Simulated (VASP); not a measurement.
# Y: surface energy and work function by face, part 2 of 5

How do surface energy, work function and relaxation of Y depend on the face?

VASP 6.6.1; PBEsol; plane waves and PAW (Y_sv).

So far. Step 3 (The bulk reference, job self-consistent run, k-mesh …): The run ends at a pressure of -0.16 GPa.

## Step 4: Relaxing the slab, 8 atoms, face Y(0001)

System of this step: Y(0001). The cell holds 8 atoms: 8 Y. Its edges and angles: a = 3.595 Å, b = 3.595 Å, c = 34.557 Å, α = 90.0°, β = 90.0°, γ = 60.0°. It derives from Y. 8 layers of hcp Y, cut at this functional's lattice. Vacuum lies along c.

All atoms relax at the fixed cell.

Input file INCAR:

```
SYSTEM = Y
PREC = Normal
ENCUT = 320
EDIFF = 1E-05
NELM = 120
ISMEAR = 1
SIGMA = 0.15
LREAL = .FALSE.
ALGO = Fast
GGA = PS
NBANDS = 54
LASPH = .TRUE.
LORBIT = 11
LWAVE = .FALSE.
LCHARG = .FALSE.
KPAR = 4
IBRION = 2
NSW = 40
ISIF = 2
EDIFFG = -0.03
POTIM = 0.4
MAXMIX = 40
```

Input file POSCAR:

```
Y
1.0
    3.5948180247      0.0000000000      0.0000000000
    1.7974090124      3.1132037314      0.0000000000
    0.0000000000      0.0000000000     34.5573257033
Y
8
Direct
    0.6666666700      0.6666666700      0.2170306800
    0.0000000000      0.0000000000      0.2978790600
    0.6666666700      0.6666666700      0.3787274400
    0.0000000000      0.0000000000      0.4595758100
    0.6666666700      0.6666666700      0.5404241900
    0.0000000000      0.0000000000      0.6212725600
    0.6666666700      0.6666666700      0.7021209400
    0.0000000000      0.0000000000      0.7829693200
```

Input file KPOINTS:

```
Automatic mesh
0
Gamma
12 12 1
0 0 0
```

Potentials, in the order of the species: Y_sv (PBE family, release 64).

On the command line:

```bash
> mpirun -np 4 vasp_std
```

The log of the run:

```text
[banner, memory and clock lines left out]
running    4 mpi-ranks, on    1 nodes
 distrk:  each k-point on    1 cores,    4 groups
 distr:  one band on    1 cores,    1 groups

 POSCAR found type information on POSCAR Y
 POSCAR found :  1 types and       8 ions
 [... a notice as in an earlier step ...]

 LDA part: xc-table for (Slater+PW92), standard interpolation
 POSCAR, INCAR and KPOINTS ok, starting setup
 FFT: planning ... GRIDC
 FFT: planning ... GRID_SOFT
 FFT: planning ... GRID
 WAVECAR not read
 entering main loop
       N       E                     dE             d eps       ncg     rms          rms(c)
DAV:   1     0.412876768037E+03    0.41288E+03   -0.35830E+04  2636   0.107E+03
DAV:   2     0.433130717355E+01   -0.40855E+03   -0.39684E+03  2308   0.304E+02
DAV:   3    -0.472046496332E+02   -0.51536E+02   -0.50291E+02  3168   0.567E+01
DAV:   4    -0.562320523158E+02   -0.90274E+01   -0.89608E+01  3560   0.242E+01
DAV:   5    -0.572355226982E+02   -0.10035E+01   -0.10018E+01  2956   0.675E+00    0.745E+01
RMM:   6    -0.928113105166E+02   -0.35576E+02   -0.84984E+01  2553   0.143E+01    0.645E+01
RMM:   7    -0.124861027772E+03   -0.32050E+02   -0.94465E+01  2575   0.154E+01    0.866E+01
RMM:   8    -0.702063261953E+02    0.54655E+02   -0.73947E+00  2647   0.621E+00    0.584E+01
RMM:   9    -0.534612318001E+02    0.16745E+02   -0.10410E+01  2693   0.569E+00    0.167E+01
RMM:  10    -0.541485710995E+02   -0.68734E+00   -0.30633E+00  2789   0.318E+00    0.200E+01
RMM:  11    -0.538425218580E+02    0.30605E+00   -0.10940E+00  2666   0.190E+00    0.178E+01
RMM:  12    -0.532605080323E+02    0.58201E+00   -0.28620E-01  2751   0.113E+00    0.125E+01
RMM:  13    -0.535123903473E+02   -0.25188E+00   -0.11331E-01  3015   0.595E-01    0.150E+01
RMM:  14    -0.535462730479E+02   -0.33883E-01   -0.61974E-02  3368   0.340E-01    0.154E+01
RMM:  15    -0.531471373236E+02    0.39914E+00   -0.17199E-01  2799   0.899E-01    0.946E+00
RMM:  16    -0.530141975302E+02    0.13294E+00   -0.14787E-01  2942   0.960E-01    0.429E+00
RMM:  17    -0.530156501738E+02   -0.14526E-02   -0.15862E-01  2789   0.721E-01    0.441E+00
RMM:  18    -0.530173145117E+02   -0.16643E-02   -0.86936E-02  3273   0.390E-01    0.409E+00
RMM:  19    -0.529863228312E+02    0.30992E-01   -0.33150E-02  3081   0.252E-01    0.203E+00
RMM:  20    -0.529900957940E+02   -0.37730E-02   -0.28801E-02  2874   0.292E-01    0.204E+00
RMM:  21    -0.529843584644E+02    0.57373E-02   -0.35001E-02  3051   0.386E-01    0.113E+00
RMM:  22    -0.529907536187E+02   -0.63952E-02   -0.16125E-02  2815   0.229E-01    0.213E+00
RMM:  23    -0.529833164649E+02    0.74372E-02   -0.12226E-02  2708   0.173E-01    0.721E-01
RMM:  24    -0.529829624358E+02    0.35403E-03   -0.10546E-02  2865   0.116E-01    0.348E-01
RMM:  25    -0.529841354574E+02   -0.11730E-02   -0.73841E-03  2823   0.784E-02    0.469E-01
RMM:  26    -0.529849079506E+02   -0.77249E-03   -0.65676E-03  2661   0.688E-02    0.721E-01
RMM:  27    -0.529870999292E+02   -0.21920E-02   -0.57607E-03  2691   0.662E-02    0.121E+00
RMM:  28    -0.529852116669E+02    0.18883E-02   -0.39454E-03  2571   0.570E-02    0.734E-01
RMM:  29    -0.529848141319E+02    0.39754E-03   -0.33080E-03  2549   0.553E-02    0.457E-01
RMM:  30    -0.529847649758E+02    0.49156E-04   -0.26307E-03  2104   0.399E-02    0.102E-01
WARNING in EDDRMM: call to ZHEGV failed, returncode =   6  3     33
RMM:  31    -0.529850094803E+02   -0.24450E-03   -0.22093E-03  1772   0.293E-02    0.417E-02
RMM:  32    -0.529852216222E+02   -0.21214E-03   -0.19640E-03  1656   0.229E-02    0.350E-02
RMM:  33    -0.529854185637E+02   -0.19694E-03   -0.17523E-03  1615   0.196E-02    0.503E-02
RMM:  34    -0.529855930561E+02   -0.17449E-03   -0.15783E-03  1654   0.188E-02    0.229E-02
RMM:  35    -0.529857604319E+02   -0.16738E-03   -0.14154E-03  1594   0.174E-02    0.155E-02
RMM:  36    -0.529858952410E+02   -0.13481E-03   -0.12960E-03  1146   0.130E-02    0.211E-02
RMM:  37    -0.529860197457E+02   -0.12450E-03   -0.11603E-03  1137   0.123E-02    0.936E-03
RMM:  38    -0.529861303785E+02   -0.11063E-03   -0.10808E-03   871   0.107E-02    0.119E-02
RMM:  39    -0.529862288226E+02   -0.98444E-04   -0.97271E-04   806   0.101E-02    0.197E-02
RMM:  40    -0.529863216401E+02   -0.92818E-04   -0.90439E-04   930   0.102E-02    0.162E-02
RMM:  41    -0.529864055654E+02   -0.83925E-04   -0.82098E-04   957   0.976E-03    0.172E-02
RMM:  42    -0.529864821236E+02   -0.76558E-04   -0.76196E-04   770   0.880E-03    0.197E-02
RMM:  43    -0.529865515433E+02   -0.69420E-04   -0.69271E-04   766   0.852E-03    0.205E-02
RMM:  44    -0.529866158996E+02   -0.64356E-04   -0.64511E-04   893   0.849E-03    0.187E-02
RMM:  45    -0.529866746614E+02   -0.58762E-04   -0.58902E-04   848   0.812E-03    0.178E-02
RMM:  46    -0.529867294205E+02   -0.54759E-04   -0.54829E-04   731   0.746E-03    0.201E-02
RMM:  47    -0.529867799631E+02   -0.50543E-04   -0.50302E-04   688   0.707E-03    0.229E-02
RMM:  48    -0.529868264147E+02   -0.46452E-04   -0.46880E-04   724   0.699E-03    0.225E-02
RMM:  49    -0.529868686384E+02   -0.42224E-04   -0.43072E-04   848   0.707E-03    0.199E-02
WARNING in EDDRMM: call to ZHEGV failed, returncode =   6  3     35
RMM:  50    -0.529869077851E+02   -0.39147E-04   -0.40064E-04   912   0.704E-03    0.153E-02
RMM:  51    -0.529869437625E+02   -0.35977E-04   -0.36961E-04   999   0.714E-03    0.839E-03
RMM:  52    -0.529869781035E+02   -0.34341E-04   -0.34237E-04   684   0.619E-03    0.937E-03
RMM:  53    -0.529870099554E+02   -0.31852E-04   -0.31747E-04   626   0.588E-03    0.110E-02
RMM:  54    -0.529870396767E+02   -0.29721E-04   -0.29643E-04   602   0.564E-03    0.128E-02
RMM:  55    -0.529870667801E+02   -0.27103E-04   -0.27527E-04   794   0.592E-03    0.853E-03
RMM:  56    -0.529870923265E+02   -0.25546E-04   -0.25677E-04   677   0.563E-03    0.692E-03
RMM:  57    -0.529871162040E+02   -0.23878E-04   -0.23919E-04   692   0.556E-03    0.569E-03
RMM:  58    -0.529871385652E+02   -0.22361E-04   -0.22351E-04   663   0.529E-03    0.545E-03
RMM:  59    -0.529871595373E+02   -0.20972E-04   -0.20937E-04   591   0.504E-03    0.593E-03
RMM:  60    -0.529871791475E+02   -0.19610E-04   -0.19596E-04   628   0.497E-03    0.605E-03
RMM:  61    -0.529871976736E+02   -0.18526E-04   -0.18408E-04   527   0.463E-03    0.829E-03
RMM:  62    -0.529872150117E+02   -0.17338E-04   -0.17294E-04   514   0.456E-03    0.945E-03
RMM:  63    -0.529872313364E+02   -0.16325E-04   -0.16317E-04   510   0.451E-03    0.998E-03
RMM:  64    -0.529872467763E+02   -0.15440E-04   -0.15359E-04   495   0.439E-03    0.116E-02
RMM:  65    -0.529872613957E+02   -0.14619E-04   -0.14552E-04   475   0.429E-03    0.130E-02
RMM:  66    -0.529872752907E+02   -0.13895E-04   -0.13745E-04   461   0.414E-03    0.151E-02
RMM:  67    -0.529872883692E+02   -0.13078E-04   -0.13042E-04   453   0.409E-03    0.163E-02
RMM:  68    -0.529873007663E+02   -0.12397E-04   -0.12344E-04   443   0.403E-03    0.175E-02
RMM:  69    -0.529873125499E+02   -0.11784E-04   -0.11740E-04   435   0.398E-03    0.187E-02
RMM:  70    -0.529873237598E+02   -0.11210E-04   -0.11148E-04   426   0.393E-03    0.200E-02
RMM:  71    -0.529873344280E+02   -0.10668E-04   -0.10664E-04   426   0.389E-03    0.210E-02
RMM:  72    -0.529873443937E+02   -0.99657E-05   -0.10079E-04   423   0.391E-03    0.214E-02
RMM:  73    -0.529873539887E+02   -0.95950E-05   -0.96478E-05   426   0.390E-03
   1 F= -.52987354E+02 E0= -.52986400E+02  d E =-.529874E+02
 curvature:   0.00 expect dE= 0.000E+00 dE for cont linesearch  0.000E+00
 trial: gam= 0.00000 g(F)=  0.373E-02 g(S)=  0.000E+00 ort = 0.000E+00 (trialstep = 0.100E+01)
 search vector abs. value=  0.373E-02
 bond charge predicted
       N       E                     dE             d eps       ncg     rms          rms(c)
DAV:   1    -0.529891431354E+02   -0.17987E-02   -0.37497E-01  2766   0.284E+00    0.473E-01
RMM:   2    -0.530421633826E+02   -0.53020E-01   -0.95260E-02  2471   0.750E-01    0.308E+00
RMM:   3    -0.530267011138E+02    0.15462E-01   -0.12722E-02  2628   0.276E-01    0.262E+00
RMM:   4    -0.529920880206E+02    0.34613E-01   -0.17802E-02  2503   0.309E-01    0.810E-01
RMM:   5    -0.529916033098E+02    0.48471E-03   -0.49035E-03  3154   0.150E-01    0.560E-01
RMM:   6    -0.529946501102E+02   -0.30468E-02   -0.92187E-04  2529   0.887E-02    0.931E-01
RMM:   7    -0.529951738560E+02   -0.52375E-03   -0.36144E-04  2852   0.558E-02    0.919E-01
RMM:   8    -0.529933982864E+02    0.17756E-02   -0.47507E-04  2653   0.412E-02    0.773E-01
RMM:   9    -0.529958705490E+02   -0.24723E-02   -0.38441E-04  2499   0.466E-02    0.992E-01
RMM:  10    -0.529958011681E+02    0.69381E-04   -0.63060E-05  1941   0.203E-02    0.100E+00
RMM:  11    -0.529981864787E+02   -0.23853E-02   -0.39391E-04  2224   0.381E-02    0.121E+00
RMM:  12    -0.529985024098E+02   -0.31593E-03   -0.14285E-04  1820   0.188E-02    0.126E+00
RMM:  14    -0.530020547239E+02   -0.20371E-02   -0.32861E-04  2184   0.291E-02    0.153E+00
RMM:  15    -0.530022569356E+02   -0.20221E-03   -0.13762E-04  1775   0.143E-02    0.155E+00
RMM:  16    -0.530024000708E+02   -0.14314E-03   -0.54819E-05  1338   0.972E-03    0.157E+00
RMM:  17    -0.530022700219E+02    0.13005E-03   -0.27142E-05  1008   0.695E-03    0.156E+00
RMM:  18    -0.530023389096E+02   -0.68888E-04   -0.22252E-05  1298   0.794E-03    0.158E+00
RMM:  19    -0.529998892862E+02    0.24496E-02   -0.12270E-04  2043   0.254E-02    0.140E+00
RMM:  20    -0.529988504818E+02    0.10388E-02   -0.10004E-04  1932   0.173E-02    0.132E+00
RMM:  21    -0.529960220547E+02    0.28284E-02   -0.50836E-04  2191   0.380E-02    0.109E+00
RMM:  22    -0.529947645258E+02    0.12575E-02   -0.44178E-04  2145   0.295E-02    0.963E-01
RMM:  23    -0.529940638121E+02    0.70071E-03   -0.28835E-04  1961   0.206E-02    0.879E-01
RMM:  24    -0.529945592273E+02   -0.49542E-03   -0.64891E-05  1784   0.143E-02    0.935E-01
RMM:  25    -0.529942669334E+02    0.29229E-03   -0.59562E-05  1366   0.944E-03    0.908E-01
RMM:  26    -0.529937643041E+02    0.50263E-03   -0.84323E-05  1746   0.122E-02    0.844E-01
RMM:  27    -0.529932573770E+02    0.50693E-03   -0.99016E-05  1817   0.134E-02    0.775E-01
RMM:  28    -0.529926512292E+02    0.60615E-03   -0.13863E-04  1887   0.160E-02    0.683E-01
RMM:  29    -0.529917830479E+02    0.86818E-03   -0.27952E-04  2133   0.247E-02    0.522E-01
RMM:  30    -0.529913306628E+02    0.45239E-03   -0.29048E-04  2053   0.221E-02    0.412E-01
RMM:  31    -0.529909283564E+02    0.40231E-03   -0.32516E-04  2128   0.243E-02    0.280E-01
RMM:  32    -0.529907393183E+02    0.18904E-03   -0.28818E-04  2020   0.223E-02    0.177E-01
RMM:  33    -0.529906747288E+02    0.64590E-04   -0.20684E-04  1940   0.182E-02    0.112E-01
RMM:  34    -0.529906435313E+02    0.31197E-04   -0.14777E-04  1923   0.163E-02    0.502E-02
WARNING in EDDRMM: call to ZHEGV failed, returncode =   8  4     46
RMM:  35    -0.529906476812E+02   -0.41500E-05   -0.58638E-05  1463   0.104E-02
   2 F= -.52990648E+02 E0= -.52989939E+02  d E =-.329369E-02
[...]
3 F= -.52996217E+02 E0= -.52995437E+02  d E =-.886283E-02
[...]
4 F= -.52996488E+02 E0= -.52995752E+02  d E =-.913432E-02
 curvature:  -2.45 expect dE=-0.329E-03 dE for cont linesearch -0.197E-05
 ZBRENT: bracketing found
 ZBRENT: interpolating
 opt :   4.8666  next Energy=   -52.996490 (dE=-0.914E-02)
 bond charge predicted
       N       E                     dE             d eps       ncg     rms          rms(c)
DAV:   1    -0.529964888357E+02   -0.62933E-05   -0.38274E-03  2338   0.283E-01    0.962E-02
RMM:   2    -0.529965010288E+02   -0.12193E-04   -0.13663E-04  1972   0.492E-02    0.734E-02
RMM:   3    -0.529964968481E+02    0.41807E-05   -0.16780E-05  1377   0.169E-02
   5 F= -.52996497E+02 E0= -.52995761E+02  d E =-.914286E-02
 curvature:  -2.28 expect dE=-0.303E-03 dE for cont linesearch -0.969E-06
 trial: gam= 0.02501 g(F)=  0.133E-03 g(S)=  0.000E+00 ort = 0.399E-04 (trialstep = 0.177E+01)
 search vector abs. value=  0.138E-03
 reached required accuracy - stopping structural energy minimisation
```

Run time: 2.6 min. Hardware: 4 MPI ranks of Intel Xeon 6975P-C (Granite Rapids), shared host; peak memory 1.2 GiB; 10 min of CPU time.

Parts of OUTCAR (step 4):

```text
  LATTYP: Found a hexagonal cell.
 ALAT       =     3.5948180247
 C/A-ratio  =     9.6130945893

 Subroutine GETGRP returns: Found 12 space group operations
 (whereof  6 operations were pure point group operations)

The static configuration has the point symmetry C_3v.
 The point group associated with its full space group is D_3d.

 Found     19 irreducible k-points:

   k-points           NKPTS =     19   k-points in BZ     NKDIM =     19   number of bands    NBANDS=     54

   dimension x,y,z NGX =    16 NGY =   16 NGZ =  160
   dimension x,y,z NGXF=    32 NGYF=   32 NGZF=  320

   ENCUT  =  320.0 eV  23.52 Ry    4.85 a.u.   5.24  5.24 50.40*2*pi/ulx,y,z

   NELECT =      88.0000    total number of electrons

 E-fermi :   0.9699

 k-point     1 :       0.0000    0.0000    0.0000
  band No.  band energies     occupation
    ...
     36      -2.6411      2.00000
     37      -2.1030      2.00000
     38      -1.5697      2.00000
     39      -1.1957      2.00000
     40      -1.0198      2.00000
     41       1.1044     -0.02153
     42       1.1058     -0.02487
     43       1.7940     -0.00000
     44       1.8369     -0.00000
     45       1.9867     -0.00000
    ...

 k-point     2 :       0.0833    0.0000    0.0000
  band No.  band energies     occupation
    ...
     36      -2.4988      2.00000
     37      -1.9639      2.00000
     38      -1.4289      2.00000
     39      -1.0497      2.00000
     40      -0.8738      2.00000
     41       1.1178     -0.04719
     42       1.1198     -0.05008
     43       1.6137     -0.00000
     44       1.6722     -0.00000
     45       1.8041     -0.00000
    ...

  Total       -1.6951672     -1.6951672     -0.7872060     -0.0000000     -0.0000000      0.0000000
  in kB       -7.0226100     -7.0226100     -3.2611774     -0.0000000     -0.0000000      0.0000000
  external PRESSURE =      -5.7687991 kB  Pullay stress =       0.0000000 kB

  energy-cutoff  :      320.00
  volume of cell :      386.74
      direct lattice vectors                 reciprocal lattice vectors
     3.594818025  0.000000000  0.000000000     0.278178198 -0.160606257  0.000000000
     1.797409012  3.113203731  0.000000000     0.000000000  0.321212515  0.000000000
     0.000000000  0.000000000 34.557325703     0.000000000  0.000000000  0.028937424

 POSITION                                       TOTAL-FORCE (eV/Angst)
 -----------------------------------------------------------------------------------
      3.59482      2.07547      7.52577        -0.000000      0.000000      0.025989
      0.00000      0.00000     10.26304        -0.000000      0.000000      0.012455
      3.59482      2.07547     13.09563         0.000000      0.000000     -0.029045
      0.00000      0.00000     15.88712        -0.000000      0.000000      0.007224
      3.59482      2.07547     18.67021         0.000000      0.000000     -0.007224
      0.00000      0.00000     21.46169        -0.000000     -0.000000      0.029045
      3.59482      2.07547     24.29428         0.000000     -0.000000     -0.012455
      0.00000      0.00000     27.03156         0.000000      0.000000     -0.025989
 -----------------------------------------------------------------------------------
    total drift:                               -0.000052     -0.000030      0.000453

  FREE ENERGIE OF THE ION-ELECTRON SYSTEM (eV)
  ---------------------------------------------------
  free  energy   TOTEN  =       -52.9964968481 eV

  energy  without entropy=      -52.9942896105  energy(sigma->0) =      -52.99576110

 total charge
# of ion       s       p       d       f       tot
--------------------------------------------------
    1        2.300   6.135   0.950   0.006   9.392
    2        2.286   6.244   0.967   0.008   9.505
    3        2.290   6.221   0.965   0.008   9.484
    4        2.291   6.231   0.969   0.008   9.498
    5        2.291   6.231   0.969   0.008   9.498
    6        2.290   6.221   0.965   0.008   9.484
    7        2.286   6.244   0.967   0.008   9.505
    8        2.300   6.135   0.950   0.006   9.392
--------------------------------------------------
tot         18.334  49.664   7.702   0.057  75.757

[... 1 part as in an earlier step ...]

[... 7 further parts left out ...]
```

CONTCAR:

```
Y
   1.00000000000000
     3.5948180246999999    0.0000000000000000    0.0000000000000000
     1.7974090124000000    3.1132037314000001    0.0000000000000000
     0.0000000000000000    0.0000000000000000   34.5573257033000019
  Y
     8
Direct
     0.6666666699999979    0.6666666699999979    0.2177762992391354
     0.0000000000000000    0.0000000000000000    0.2969860129358745
     0.6666666699999979    0.6666666699999979    0.3789539239791368
     0.0000000000000000    0.0000000000000000    0.4597321953595180
     0.6666666699999979    0.6666666699999979    0.5402678046404821
     0.0000000000000000    0.0000000000000000    0.6210460760208631
     0.6666666699999979    0.6666666699999979    0.7030139870641255
     0.0000000000000000    0.0000000000000000    0.7822237007608647
```

The run keeps the 12 symmetry operations of its start, so it cannot find a distortion of lower symmetry.

Relaxation path:

```tsv
step	energy less that of the first step (eV)	largest force (eV/Å)
1	0.0000	0.1643
2	-0.0033	0.1255
3	-0.0089	0.0439
4	-0.0091	0.0305
5	-0.0091	0.0290
```

The atoms that moved most (Å):

```tsv
atom	dx	dy	dz	length
Y7	0.000	0.000	0.031	0.031
Y2	0.000	0.000	-0.031	0.031
Y1	0.000	0.000	0.026	0.026
Y8	0.000	0.000	-0.026	0.026
Y6	0.000	0.000	-0.008	0.008
Y3	0.000	0.000	0.008	0.008
Y4	0.000	0.000	0.005	0.005
Y5	0.000	0.000	-0.005	0.005
```

The relaxed structure:

```xyz
8
Lattice="3.5948 0.0000 0.0000 1.7974 3.1132 0.0000 0.0000 0.0000 34.5573" Properties=species:S:1:pos:R:3
Y     3.5948    2.0755    7.5258
Y     0.0000    0.0000   10.2630
Y     3.5948    2.0755   13.0956
Y     0.0000    0.0000   15.8871
Y     3.5948    2.0755   18.6702
Y     0.0000    0.0000   21.4617
Y     3.5948    2.0755   24.2943
Y     0.0000    0.0000   27.0316
```

Numbers from this step:

```yaml
electronic_cycles: 129
electrons: 88
free_energy_toten: -52.9965 eV
energy_at_zero_smearing: -52.9958 eV
fermi_energy: 0.9699 eV
```

The run ended after 5 ionic steps, 0.009 eV below its first step, once the forces on the free atoms met EDIFFG = -0.03.

[end of part 2 of 5]

[Lines on the potential files, build, host, timing and source positions are cut from VASP's logs without a mark.]

[Logs are printed without paths, hosts, clocks, repeated set-up lines and the standing remarks that a program may print on its own settings, such as how far it seeks lower states.]

[Hosts, paths, dates, database ids (printed as entryN), source tags and the programs' standing remarks are cut or masked in the printed files.]

[Runs that stopped without an error message from VASP are left out.]
